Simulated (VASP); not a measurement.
Input:

```
CELL_PARAMETERS angstrom
      4.17450     0.00000     0.00000
      0.00000     4.17450     0.00000
      0.00000     0.00000     4.17450
ATOMIC_POSITIONS crystal
  K  0.00000 0.00000 0.00000
  Zn 0.50000 0.50000 0.50000
  F  0.50000 0.00000 0.50000
  F  0.00000 0.50000 0.50000
  F  0.50000 0.50000 0.00000
```

Computed with TPSS meta-GGA, VASP's PBE PAW potentials (set 64) (plane waves; VASP). Numerical set-up: 520 eV cut-off, 6×6×6 Γ-centred mesh, Gaussian smearing of 0.050 eV, potentials K_sv Zn F.

### Question
What does the run give for the energy per atom (σ→0), pressure, band gap (on the k-mesh) with the smallest direct gap where there is one?

### Answer

The band gap (on the k-mesh) is 3.84 eV and the smallest direct gap (on the k-mesh) is 5.20 eV. The energy per atom (σ→0) is -8.535 eV/atom and the pressure is -37.0 kbar.

Total energies compare only between runs with the same potentials, cut-off and functional.

The compound is KZnF3 in the cubic perovskite structure. This cell is one point of a volume scan, at 1.06 of the reference volume.
